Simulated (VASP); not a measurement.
An input for Ansatz (written as the equivalent of a VASP run, and not itself run):

Ansatz 0.2 input:
```yaml
crystal:
  lattice:
    - [0.0000000, 3.2638815, 3.2638815]
    - [3.2638815, 0.0000000, 3.2638815]
    - [3.2638815, 3.2638815, 0.0000000]
  atoms:
    - { symbol: In, position: [0.0000000, 0.0000000, 0.0000000] }
    - { symbol: Sb, position: [0.2500000, 0.2500000, 0.2500000] }
kpoints:
  mp_grid: { grid: [6, 6, 6] }
hamiltonian:
  xc: r2scan
  dispersion: rvv10
  pseudopotentials: { kind: paw }
scf:
  occupations: { method: gaussian, width: 0.05 }
  max_iter: 100
relax:
  max_steps: 60
  f_tol: 0.01
  cell: {}
output: { forces: true, stress: true, eigenvalues: true }
```

Write the VASP files for the same calculation (r2SCAN+rVV10).

One answer among several that fit: 
**INCAR**
```
SYSTEM = InSb
PREC = Accurate; ENCUT = 520; LREAL = .False.
LASPH = .True.
EDIFF = 1E-6; NELM = 100; ALGO = Normal
LMAXMIX = 4; LMIXTAU = .True.
ISMEAR = 0; SIGMA = 0.05
METAGGA = R2SCAN; LUSE_VDW = .True.; BPARAM = 11.95
CPARAM = 0.0093
IBRION = 2; NSW = 60; ISIF = 3
EDIFFG = -0.01
LWAVE = .False.; LCHARG = .False.
```

File POSCAR:
```
InSb
1
    0.0000000000     3.2638814529     3.2638814529
    3.2638814529     0.0000000000     3.2638814529
    3.2638814529     3.2638814529     0.0000000000
In Sb
1 1
Direct
  0.0000000000   0.0000000000   0.0000000000
  0.2500000000   0.2500000000   0.2500000000
```

**KPOINTS**
```
Automatic
0
gamma
  6 6 6
0 0 0
```

POTCAR, in this order: In_d Sb (PBE.64 set). Program: vasp_std.

Limits of the translation: each code has its own PAW files, so the cut-off isn't converted (ENCUT is set for VASP's; basis.ecutwfc is left out, and Ansatz then takes the one that its files recommend); Ansatz stops its SCF on the density residual and VASP on the energy change (EDIFF).

The compound is InSb in the zinc blende structure. It was relaxed first. The start is the result of an earlier pass.
